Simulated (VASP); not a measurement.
These are PBEsol GGA, VASP's PBE PAW potentials (set 64) (plane waves; VASP) values and carry that method's errors.

A VASP calculation is set up with these files.

POSCAR:
```
Y(GeRh)2
5.8705210
 -0.3494579101   0.3494579101   0.8693436238
  0.3494579101  -0.3494579101   0.8693436238
  0.3494579101   0.3494579101  -0.8693436238
Y Ge Rh
1 2 2
Direct
  0.0000000000   0.0000000000   0.0000000000
  0.3780000000   0.3780000000   0.0000000000
  0.6220000000   0.6220000000   0.0000000000
  0.7500000000   0.2500000000   0.5000000000
  0.2500000000   0.7500000000   0.5000000000
```

INCAR:
```
SYSTEM = Y(GeRh)2
PREC = Accurate
ENCUT = 300
EDIFF = 1E-6
NELM = 100
ALGO = Normal
LREAL = .FALSE.
LASPH = .TRUE.
ISMEAR = -1
SIGMA = 0.1
GGA = PS
LMAXMIX = 4
LWAVE = .FALSE.
LCHARG = .FALSE.
ISIF = 2
```

KPOINTS:
```
Automatic mesh
0
Gamma
7 7 7
0 0 0
```

POTCAR, in this order: Y_sv Ge_d Rh_pv (PBE.64 set). Program: vasp_std.

The run wrote:

### OSZICAR
```
       N       E                     dE             d eps       ncg     rms          rms(c)
DAV:   1     0.602246671249E+03    0.60225E+03   -0.27408E+04  4473   0.275E+03
DAV:   2     0.391968029271E+02   -0.56305E+03   -0.54943E+03  3320   0.688E+02
DAV:   3    -0.359632113393E+02   -0.75160E+02   -0.73824E+02  3665   0.171E+02
DAV:   4    -0.394779308648E+02   -0.35147E+01   -0.34921E+01  4574   0.393E+01
DAV:   5    -0.396071956992E+02   -0.12926E+00   -0.12917E+00  4550   0.620E+00    0.299E+01
DAV:   6    -0.381289543190E+02    0.14782E+01   -0.64282E+00  3905   0.146E+01    0.172E+01
DAV:   7    -0.380305790156E+02    0.98375E-01   -0.49888E+00  4381   0.125E+01    0.136E+01
DAV:   8    -0.376938666941E+02    0.33671E+00   -0.16642E+00  3937   0.745E+00    0.411E+00
DAV:   9    -0.376847681430E+02    0.90986E-02   -0.20131E-01  4313   0.234E+00    0.139E+00
DAV:  10    -0.376809263515E+02    0.38418E-02   -0.26911E-02  3918   0.888E-01    0.222E-01
DAV:  11    -0.376808535481E+02    0.72803E-04   -0.18750E-03  4162   0.282E-01    0.159E-01
DAV:  12    -0.376808476614E+02    0.58867E-05   -0.21794E-04  4601   0.869E-02    0.394E-02
DAV:  13    -0.376808458895E+02    0.17720E-05   -0.19291E-05  3743   0.250E-02    0.134E-02
DAV:  14    -0.376808458745E+02    0.14996E-07   -0.29813E-06  3667   0.930E-03
   1 F= -.37680846E+02 E0= -.37637485E+02  d E =-.867210E-01
```

### OUTCAR
```
------------------------ aborting loop because EDIFF is reached ----------------------------------------
  FORCE on cell =-STRESS in cart. coord.  units (eV):
  Direction    XX          YY          ZZ          XY          YZ          ZX
  --------------------------------------------------------------------------------------
  Total       -1.0220290     -1.0220290     -0.5018934      0.0000000      0.0000000      0.0000000
  in kB      -19.0591107    -19.0591107     -9.3594621      0.0000000      0.0000000      0.0000000
  external PRESSURE =     -15.8258945 kB  Pullay stress =       0.0000000 kB
  volume of cell :       85.92
      direct lattice vectors                 reciprocal lattice vectors
    -2.051500000  2.051500000  5.103500000     0.000000000  0.243724104  0.097971980
     2.051500000 -2.051500000  5.103500000     0.243724104  0.000000000  0.097971980
     2.051500000  2.051500000 -5.103500000     0.243724104  0.243724104  0.000000000
 POSITION                                       TOTAL-FORCE (eV/Angst)
 -----------------------------------------------------------------------------------
      0.00000      0.00000      0.00000        -0.000000     -0.000000     -0.000000
      0.00000      0.00000      3.85825         0.000000      0.000000      0.050848
      0.00000      0.00000      6.34875        -0.000000     -0.000000     -0.050848
      0.00000      2.05150      2.55175        -0.000000     -0.000000     -0.000000
      2.05150      0.00000      2.55175        -0.000000     -0.000000     -0.000000
 -----------------------------------------------------------------------------------
    total drift:                               -0.000000      0.000000     -0.000000
  FREE ENERGIE OF THE ION-ELECTRON SYSTEM (eV)
  ---------------------------------------------------
  free  energy   TOTEN  =       -37.6808458745 eV

  energy  without entropy=      -37.5941248488  energy(sigma->0) =      -37.63748536
```
(Selected blocks of OUTCAR.)

At this cut-off the stress carries a Pulay error, which pulls relaxed volumes low.

The structure comes from a measured Rh2YGe2 entry of the Crystallography Open Database, whose conditions weren't checked. The cell was not relaxed at this level. The k-mesh is coarse (spacing up to 0.31 per Å, 2π included), so the numbers may not be converged in it. The electron count is odd and the run is not spin-polarised, which forces a metal.
